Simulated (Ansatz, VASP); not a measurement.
# One calculation of Sr3Pt, two programs

Contents of INCAR:

```
SYSTEM = Sr3Pt
PREC = Accurate ; ENCUT = 520
EDIFF = 1E-6 ; ISMEAR = 0
SIGMA = 0.1 ; LREAL = .False.
LASPH = .True. ; NELM = 100
ALGO = Normal ; ISIF = 2
LWAVE = .False. ; LCHARG = .False.
GGA = PE ; NBANDS = 28
```

File KPOINTS:

```
regular mesh
0
Gamma
  4 4 4
  0 0 0
```

POSCAR

```
Sr3Pt
1.0
    4.6950704600      0.0000000000      0.0000000000
    0.0000000000      4.6950704600      0.0000000000
    0.0000000000      0.0000000000      4.6950704600
Sr Pt
3 1
Direct
    0.5000000000      0.0000000000      0.0000000000
    0.0000000000      0.5000000000      0.0000000000
    0.0000000000      0.0000000000      0.5000000000
    0.5000000000      0.5000000000      0.5000000000
```

Input for Ansatz:

```yaml
crystal:
  lattice:
    - [4.69507046, 0.0, 0.0]
    - [0.0, 4.69507046, 0.0]
    - [0.0, 0.0, 4.69507046]
  atoms:
    - { symbol: Sr, position: [0.5, 0.0, 0.0] }
    - { symbol: Sr, position: [0.0, 0.5, 0.0] }
    - { symbol: Sr, position: [0.0, 0.0, 0.5] }
    - { symbol: Pt, position: [0.5, 0.5, 0.5] }
basis:
  ecutwfc: 420
kpoints:
  mp_grid: { grid: [4, 4, 4] }
hamiltonian:
  xc: pbe
scf:
  occupations: { method: gaussian, width: 0.1 }
  lower_state_search: "off"
output:
  forces: true
  stress: true
  eigenvalues: true
```

Alike in both runs: task single point; functional PBE; k mesh 4 × 4 × 4; occupations gaussian, width 0.1 eV; no spin polarisation.

```csv
,VASP,Ansatz
version,VASP 6.6.1,Ansatz 0.2.0
potentials or method,"VASP PAW PBE potentials, release 64 (Sr_sv, Pt)","scalar-relativistic, plane waves, PAW"
plane-wave cutoff (eV),520,420
valence electrons in the cell,40,48
```

|  | VASP | Ansatz | Ansatz less VASP |
| --- | --- | --- | --- |
| gap on the k mesh at the Fermi level (eV) | none | none | - |
| pressure (GPa) | 11.2 | 11.0 | -0.25 |

A gap of «none» marks a metal or a gap that the smearing closes. With one functional, cell and mesh, what is left measures potentials, basis and numerics. The two sets of potentials don't hold the same shells in valence.

The runs have no spin-orbit coupling, so splittings on Pt are missing.
